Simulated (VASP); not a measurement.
Here is the system:

```xyz
5
Lattice="4.0865 0.0000 0.0000 0.0000 4.0865 0.0000 0.0000 0.0000 4.0865" Properties=species:S:1:pos:R:3 pbc="T T T"
Ba     0.0000     0.0000     0.0000
Hf     2.0433     2.0433     2.0433
O      2.0433     0.0000     2.0433
O      0.0000     2.0433     2.0433
O      2.0433     2.0433     0.0000
```

Method: LDA (Ceperley-Alder, Perdew-Zunger), VASP's LDA PAW potentials (set 64) (plane waves; VASP). Run with 620 eV cut-off, 6×6×6 Γ-centred mesh, Gaussian smearing of 0.050 eV, potentials Ba_sv Hf_pv O.

Unless said otherwise, spin-orbit coupling is left out, though it shifts the bands of the heavy elements here.

Q: Predict the energy per atom (σ→0), pressure, band gap (on the k-mesh) with the smallest direct gap where there is one.

A: 
```
Property                                             Result
-----------------------------------  ----------------------
band gap (on the k-mesh)                            3.52 eV
smallest direct gap (on the k-mesh)                 3.65 eV
energy per atom (σ→0)                -919.2 kJ/mol of atoms
pressure                                           4.92 GPa
```

Total energies compare only between runs with the same potentials, cut-off and functional.

The compound is BaHfO3 in the cubic perovskite structure. It was relaxed first under an external pressure of 5 GPa.
